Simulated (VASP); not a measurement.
# WS2 (Tungstenite) with rev-vdW-DF2: from relaxation to properties, part 4 of 8

How well does rev-vdW-DF2 reproduce what experiment finds for WS2 (Tungstenite)? The cell is relaxed first, and properties follow on it. The start is a cell from a database of measured crystal structures.

VASP 6.6.1, plane waves and PAW; the level of theory is named at each step.

So far, gap on the k-mesh (eV): step 2 (full relaxation (rev-vdW-DF2)) 1.03; step 6 (total and projected DOS (rev-vdW-DF2)) 1.00. The relaxed cell has a = 3.167, c = 12.360 Å (conventional setting).

## (7) Vibrations at Γ (rev-vdW-DF2)

Level of this step: rev-vdW-DF2; plane waves and PAW (W, S) (VASP).

Zone-centre modes test whether the atoms sit at a minimum within this cell. IBRION = 6 takes the force constants from differences of forces between displaced cells, so the forces must be tight.

Input file INCAR:

```
SYSTEM = WS2
PREC = Accurate
ENCUT = 400
EDIFF = 1E-08
NELM = 100
ISMEAR = 0
SIGMA = 0.05
LREAL = .FALSE.
ALGO = Normal
GGA = MK
AGGAC = 0
LUSE_VDW = .TRUE.
PARAM1 = 0.1234
PARAM2 = 0.711357
ZAB_VDW = -1.8867
LASPH = .TRUE.
NBANDS = 24
LORBIT = 11
LWAVE = .FALSE.
LCHARG = .FALSE.
KPAR = 4
IBRION = 6
NFREE = 2
POTIM = 0.015
ISIF = 2
NSW = 1
```

Input file POSCAR:

```
WS2
1.0
    3.1666065991      0.0000000000      0.0000000000
   -1.5833032995      2.7423617586      0.0000000000
    0.0000000000      0.0000000000     12.3604180458
W S
2 4
Direct
    0.3333333333      0.6666666667      0.2500000000
    0.6666666667      0.3333333333      0.7500000000
    0.3333333333      0.6666666667      0.6223351266
    0.6666666667      0.3333333333      0.1223351266
    0.3333333333      0.6666666667      0.8776648734
    0.6666666667      0.3333333333      0.3776648734
```

Input file KPOINTS:

```
Automatic mesh
0
Gamma
16 16 4
0 0 0
```

PAW data sets: W and S (PBE family, release 64).

Started as:

```sh
> mpirun -np 4 vasp_std
```

Log:

```text
[... set-up lines as in an earlier step ...]
 entering main loop
       N       E                     dE             d eps       ncg     rms          rms(c)
DAV:   1     0.169944394752E+03    0.16994E+03   -0.14100E+04  4328   0.108E+03
DAV:   2    -0.289933453946E+02   -0.19894E+03   -0.19167E+03  6056   0.255E+02
DAV:   3    -0.412066643830E+02   -0.12213E+02   -0.12131E+02  5784   0.627E+01
DAV:   4    -0.414624804462E+02   -0.25582E+00   -0.25522E+00  5960   0.101E+01
DAV:   5    -0.414685756488E+02   -0.60952E-02   -0.60914E-02  5800   0.137E+00    0.394E+01
DAV:   6    -0.390673142047E+02    0.24013E+01   -0.11853E+01  6352   0.169E+01    0.178E+01
DAV:   7    -0.388039807534E+02    0.26333E+00   -0.38945E+00  5816   0.112E+01    0.938E+00
DAV:   8    -0.386522720110E+02    0.15171E+00   -0.51521E-01  6048   0.454E+00    0.132E+00
DAV:   9    -0.386477557936E+02    0.45162E-02   -0.72963E-02  6008   0.148E+00    0.579E-01
DAV:  10    -0.386459485744E+02    0.18072E-02   -0.14722E-02  6136   0.690E-01    0.306E-01
DAV:  11    -0.386458170211E+02    0.13155E-03   -0.16757E-03  6024   0.242E-01    0.109E-01
DAV:  12    -0.386457952796E+02    0.21742E-04   -0.31818E-04  5968   0.111E-01    0.463E-02
DAV:  13    -0.386457973915E+02   -0.21120E-05   -0.16262E-05  5872   0.249E-02    0.858E-03
DAV:  14    -0.386457970777E+02    0.31381E-06   -0.30798E-06  6376   0.874E-03    0.518E-03
DAV:  15    -0.386457971711E+02   -0.93371E-07   -0.44624E-07  6096   0.421E-03    0.366E-03
DAV:  16    -0.386457972544E+02   -0.83299E-07   -0.99460E-08  5520   0.167E-03    0.670E-04
DAV:  17    -0.386457972482E+02    0.61527E-08   -0.61592E-09  3840   0.595E-04
   1 F= -.38645797E+02 E0= -.38645797E+02  d E =-.211113E-11
 Found     4 degrees of freedom:
 Finite differences POTIM= 0.01500 DOF=   4
 bond charge predicted
       N       E                     dE             d eps       ncg     rms          rms(c)
DAV:   1    -0.386432642644E+02    0.25330E-02   -0.56711E-01 18720   0.347E+00    0.151E-01
DAV:   2    -0.386435310722E+02   -0.26681E-03   -0.46439E-03 25424   0.372E-01    0.894E-02
DAV:   3    -0.386434465232E+02    0.84549E-04   -0.13729E-04 22264   0.606E-02    0.453E-02
DAV:   4    -0.386434209353E+02    0.25588E-04   -0.66443E-05 24648   0.407E-02    0.700E-03
DAV:   5    -0.386434208622E+02    0.73095E-07   -0.13385E-06 23640   0.681E-03    0.387E-03
DAV:   6    -0.386434208346E+02    0.27549E-07   -0.31423E-07 24952   0.296E-03    0.681E-04
DAV:   7    -0.386434208365E+02   -0.18431E-08   -0.92914E-09 17064   0.641E-04
   2 F= -.38643421E+02 E0= -.38643421E+02  d E =-.117748E-10
[...]
3 F= -.38643421E+02 E0= -.38643421E+02  d E =-.123195E-10
[...]
4 F= -.38642182E+02 E0= -.38642182E+02  d E =-.961336E-16
[...]
5 F= -.38642182E+02 E0= -.38642182E+02  d E =-.960705E-16
[...]
6 F= -.38644641E+02 E0= -.38644641E+02  d E =-.152724E-10
[...]
7 F= -.38644641E+02 E0= -.38644641E+02  d E =-.151735E-10
[...]
8 F= -.38643832E+02 E0= -.38643832E+02  d E =-.128751E-10
 Finite differences progress:
  Degree of freedom:   4/  4
  Displacement:        1/  2
  Total:               7/  8
 bond charge predicted
       N       E                     dE             d eps       ncg     rms          rms(c)
DAV:   1    -0.386405141821E+02    0.33175E-02   -0.91341E-01  5336   0.436E+00    0.604E-01
DAV:   2    -0.386437887777E+02   -0.32746E-02   -0.39096E-02  7136   0.128E+00    0.497E-01
DAV:   3    -0.386437594443E+02    0.29333E-04   -0.64972E-04  6400   0.155E-01    0.374E-01
DAV:   4    -0.386437053413E+02    0.54103E-04   -0.92862E-04  6880   0.154E-01    0.716E-02
DAV:   5    -0.386436692164E+02    0.36125E-04   -0.16380E-04  6512   0.811E-02    0.288E-02
DAV:   6    -0.386436655512E+02    0.36652E-05   -0.24020E-05  7768   0.265E-02    0.241E-02
DAV:   7    -0.386436617984E+02    0.37528E-05   -0.81966E-06  6656   0.174E-02    0.172E-02
DAV:   8    -0.386436612459E+02    0.55243E-06   -0.42918E-06  7128   0.111E-02    0.617E-03
DAV:   9    -0.386436612963E+02   -0.50396E-07   -0.56851E-07  7408   0.408E-03    0.250E-03
DAV:  10    -0.386436612736E+02    0.22738E-07   -0.61948E-08  6720   0.162E-03    0.204E-03
DAV:  11    -0.386436612735E+02    0.93223E-10   -0.12627E-08  4944   0.136E-03
   9 F= -.38643661E+02 E0= -.38643661E+02  d E =-.181886E-15
 Finite differences progress:
  Degree of freedom:   4/  4
  Displacement:        2/  2
  Total:               8/  8
```

It took 19 min on 4 MPI ranks of AMD EPYC 9R14 (Zen 4), shared host; peak memory 5.2 GiB.

Parts of OUTCAR (step 7):

```text
   k-points           NKPTS =     90   k-points in BZ     NKDIM =     90   number of bands    NBANDS=     24

   NELECT =      36.0000    total number of electrons

 E-fermi :   6.4045

 k-point     1 :       0.0000    0.0000    0.0000
  band No.  band energies     occupation
    ...
     14       4.0583      2.00000
     15       4.0583      2.00000
     16       4.7141      2.00000
     17       4.9472      2.00000
     18       6.1508      2.00000
     19       8.4596      0.00000
     20       8.4596      0.00000
     21       8.4791      0.00000
     22       8.4791      0.00000
     23       8.5014      0.00000
    ...

Total vdW correction in eV:      4.7005801

  Total       -0.1558610     -0.1558610     -0.3860274     -0.0000000      0.0000000      0.0000000
  in kB       -2.3264627     -2.3264627     -5.7620462     -0.0000000      0.0000000      0.0000000
  external PRESSURE =      -3.4716572 kB  Pullay stress =       0.0000000 kB

 POSITION                                       TOTAL-FORCE (eV/Angst)
 -----------------------------------------------------------------------------------
     -0.00000      1.82824      3.09010         0.000000      0.000000     -0.000522
      1.58330      0.91412      9.27031         0.000000      0.000000     -0.235232
     -0.00000      1.82824      7.67732        -0.000000     -0.000000      0.275700
      1.58330      0.91412      1.51211        -0.000000      0.000000      0.005947
     -0.00000      1.82824     10.84830         0.000000      0.000000     -0.034417
      1.58330      0.91412      4.66810         0.000000      0.000000     -0.011476
 -----------------------------------------------------------------------------------
    total drift:                               -0.000000     -0.000000      0.000133

  FREE ENERGIE OF THE ION-ELECTRON SYSTEM (eV)
  ---------------------------------------------------
  free  energy   TOTEN  =       -38.6436612735 eV

  energy  without entropy=      -38.6436612735  energy(sigma->0) =      -38.64366127

Total vdW correction in eV:      4.7005738

 Eigenvectors and eigenvalues of the dynamical matrix
 ----------------------------------------------------

   1 f  =   12.974923 THz    81.523848 2PiTHz  432.796857 cm-1    53.659947 meV
             X         Y         Z           dx          dy          dz
     -0.000000  1.828241  3.090105    -0.000000   -0.000000   -0.350903
      1.583303  0.914121  9.270314     0.000000   -0.000000    0.350903
     -0.000000  1.828241  7.692322    -0.000000    0.000000   -0.434090
      1.583303  0.914121  1.512113     0.000000    0.000000    0.434090
     -0.000000  1.828241 10.848305    -0.000000    0.000000   -0.434090
      1.583303  0.914121  4.668096     0.000000    0.000000    0.434090

   2 f  =   12.821401 THz    80.559241 2PiTHz  427.675918 cm-1    53.025032 meV
             X         Y         Z           dx          dy          dz
     -0.000000  1.828241  3.090105    -0.000000    0.000000    0.359565
      1.583303  0.914121  9.270314     0.000000   -0.000000    0.359565
     -0.000000  1.828241  7.692322    -0.000000    0.000000   -0.430531
      1.583303  0.914121  1.512113     0.000000   -0.000000   -0.430531
     -0.000000  1.828241 10.848305    -0.000000    0.000000   -0.430531
      1.583303  0.914121  4.668096    -0.000000   -0.000000   -0.430531

   3 f  =   12.485731 THz    78.450164 2PiTHz  416.479169 cm-1    51.636813 meV
             X         Y         Z           dx          dy          dz
     -0.000000  1.828241  3.090105    -0.000000    0.000000    0.000000
      1.583303  0.914121  9.270314     0.000000    0.000000    0.000000
     -0.000000  1.828241  7.692322    -0.000000   -0.000000   -0.500000
      1.583303  0.914121  1.512113     0.000000   -0.000000   -0.500000
     -0.000000  1.828241 10.848305    -0.000000   -0.000000    0.500000
      1.583303  0.914121  4.668096    -0.000000   -0.000000    0.500000

[...]
1.583303  0.914121  1.512113    -0.338211   -0.266409    0.000000
     -0.000000  1.828241 10.848305    -0.338211   -0.266409   -0.000000
      1.583303  0.914121  4.668096    -0.338211   -0.266409   -0.000000

   8 f  =   10.412808 THz    65.425600 2PiTHz  347.333877 cm-1    43.063893 meV
             X         Y         Z           dx          dy          dz
     -0.000000  1.828241  3.090105    -0.222487    0.282451    0.000000
      1.583303  0.914121  9.270314    -0.222487    0.282451   -0.000000
     -0.000000  1.828241  7.692322     0.266409   -0.338211   -0.000000
      1.583303  0.914121  1.512113     0.266409   -0.338211    0.000000
     -0.000000  1.828241 10.848305     0.266409   -0.338211   -0.000000
      1.583303  0.914121  4.668096     0.266409   -0.338211    0.000000

   9 f  =    8.748804 THz    54.970357 2PiTHz  291.828693 cm-1    36.182130 meV
             X         Y         Z           dx          dy          dz
     -0.000000  1.828241  3.090105     0.000000    0.000000   -0.000000
      1.583303  0.914121  9.270314    -0.000000   -0.000000    0.000000
     -0.000000  1.828241  7.692322    -0.392780   -0.309393    0.000000
      1.583303  0.914121  1.512113    -0.392780   -0.309393   -0.000000
     -0.000000  1.828241 10.848305     0.392780    0.309393    0.000000
      1.583303  0.914121  4.668096     0.392780    0.309393    0.000000

  10 f  =    8.748804 THz    54.970357 2PiTHz  291.828693 cm-1    36.182130 meV
             X         Y         Z           dx          dy          dz
     -0.000000  1.828241  3.090105    -0.000000    0.000000   -0.000000
      1.583303  0.914121  9.270314    -0.000000    0.000000   -0.000000
     -0.000000  1.828241  7.692322     0.309393   -0.392780   -0.000000
      1.583303  0.914121  1.512113     0.309393   -0.392780   -0.000000
     -0.000000  1.828241 10.848305    -0.309393    0.392780   -0.000000
      1.583303  0.914121  4.668096    -0.309393    0.392780   -0.000000

  11 f  =    8.673328 THz    54.496130 2PiTHz  289.311094 cm-1    35.869988 meV
             X         Y         Z           dx          dy          dz
     -0.000000  1.828241  3.090105     0.000000   -0.000000   -0.000000
      1.583303  0.914121  9.270314    -0.000000   -0.000000   -0.000000
     -0.000000  1.828241  7.692322     0.392780    0.309393   -0.000000
      1.583303  0.914121  1.512113    -0.392780   -0.309393   -0.000000
     -0.000000  1.828241 10.848305    -0.392780   -0.309393   -0.000000
      1.583303  0.914121  4.668096     0.392780    0.309393    0.000000

  12 f  =    8.673328 THz    54.496130 2PiTHz  289.311094 cm-1    35.869988 meV
             X         Y         Z           dx          dy          dz
     -0.000000  1.828241  3.090105    -0.000000   -0.000000   -0.000000
      1.583303  0.914121  9.270314     0.000000   -0.000000   -0.000000
     -0.000000  1.828241  7.692322    -0.309393    0.392780   -0.000000
      1.583303  0.914121  1.512113     0.309393   -0.392780   -0.000000
     -0.000000  1.828241 10.848305     0.309393   -0.392780   -0.000000
      1.583303  0.914121  4.668096    -0.309393    0.392780    0.000000

  13 f  =    1.395773 THz     8.769900 2PiTHz   46.557972 cm-1     5.772450 meV
             X         Y         Z           dx          dy          dz
     -0.000000  1.828241  3.090105     0.000000    0.000000    0.613895
      1.583303  0.914121  9.270314    -0.000000   -0.000000   -0.613895
     -0.000000  1.828241  7.692322    -0.000000   -0.000000   -0.248126
      1.583303  0.914121  1.512113     0.000000    0.000000    0.248126
     -0.000000  1.828241 10.848305    -0.000000   -0.000000   -0.248126
      1.583303  0.914121  4.668096     0.000000    0.000000    0.248126
    [... 42 further lines ...]
      1.583303  0.914121  1.512113    -0.023644    0.253141   -0.000000
     -0.000000  1.828241 10.848305    -0.023644    0.253141   -0.000000
      1.583303  0.914121  4.668096    -0.023644    0.253141   -0.000000

 ELASTIC MODULI CONTR FROM IONIC RELAXATION (kBar)
 Direction    XX          YY          ZZ          XY          YZ          ZX
 --------------------------------------------------------------------------------
 XX        -447.8145   -301.0824   -986.7498     -0.0000     -0.0000      0.0000
 YY        -301.0824   -447.8145   -986.7498     -0.0000      0.0000     -0.0000
 ZZ        -986.7498   -986.7498  -2600.2916     -0.0000      0.0000      0.0000
 XY          -0.0000     -0.0000     -0.0000    -73.3661      0.0000     -0.0000
 YZ           0.0000      0.0000      0.0000     -0.0000  -1355.8829     -0.0000
 ZX           0.0000     -0.0000      0.0000      0.0000     -0.0000  -1355.8834
 --------------------------------------------------------------------------------

[... 7 parts as in an earlier step ...]

[... 9 further parts left out ...]
```

The last energy, forces, stress and levels in OUTCAR belong to the last displaced cell, not to the cell of POSCAR.

Numbers from this step:

```
bands                     : 24
irreducible k-points      : 90
pressure of the cell      : 0.03748 GPa
largest force of the cell : 0.006357 eV/Å
```

Transverse limit, no LO-TO splitting. The modes at Γ (shares of kinetic energy by element, %):

| mode | frequency (cm⁻¹) | symmetry | W % | S % |
| --- | --- | --- | --- | --- |
| 1 | 0.0 | acoustic | 74 | 26 |
| 2 | 0.0 | acoustic | 74 | 26 |
| 3 | 0.0 | acoustic | 74 | 26 |
| 4 | 26.8 | E2g | 75 | 25 |
| 5 | 26.8 | E2g | 75 | 25 |
| 6 | 46.6 | Bg | 75 | 25 |
| 7 | 289.3 | E2u | 0 | 100 |
| 8 | 289.3 | E2u | 0 | 100 |
| 9 | 291.8 | E1g | 0 | 100 |
| 10 | 291.8 | E1g | 0 | 100 |
| 11 | 347.3 | E1u | 26 | 74 |
| 12 | 347.3 | E1u | 26 | 74 |
| 13 | 347.6 | E2g | 25 | 75 |
| 14 | 347.6 | E2g | 25 | 75 |
| 15 | 410.3 | Bu | 0 | 100 |
| 16 | 416.5 | A1g | 0 | 100 |
| 17 | 427.7 | A2u | 26 | 74 |
| 18 | 432.8 | Bg | 25 | 75 |

Displacements in mode 4 (26.8 cm⁻¹), the largest set to 1:
```
W1  -0.79  1.00  0.00
W2   0.79 -1.00  0.00
S3   0.78 -0.99  0.00
S4  -0.78  0.99  0.00
S5   0.78 -0.99  0.00
S6  -0.78  0.99  0.00
```

Displacements in mode 18 (432.8 cm⁻¹), the largest set to 1:
```
W1   0.00  0.00 -0.34
W2   0.00  0.00  0.34
S3   0.00  0.00 -1.00
S4   0.00  0.00  1.00
S5   0.00  0.00 -1.00
S6   0.00  0.00  1.00
```

The three acoustic modes come out at zero, and all others are real. By the characters of their eigenvectors the optical modes sort into (cm⁻¹) Raman active: E2g 27, E1g 292, E2g 348, A1g 416; infrared active: E1u 347, A2u 428; silent: Bg 47, E2u 289, Bu 410, Bg 433. B labels carry no number here, since it depends on the setting of the axes. With a centre of inversion no mode is active in both.

(Part 4 of 8 ends here.)

[Lines on the potential files, build, host, timing and source positions are cut from VASP's logs without a mark.]

[Logs are printed without paths, hosts, clocks, repeated set-up lines and the standing remarks that a program may print on its own settings, such as how far it seeks lower states.]

[Hosts, paths, dates, database ids (printed as entryN), source tags and the programs' standing remarks are cut or masked in the printed files.]

[Measured values are set beside computed ones only where the two were judged alike; some that the calculation misses by far are left out.]
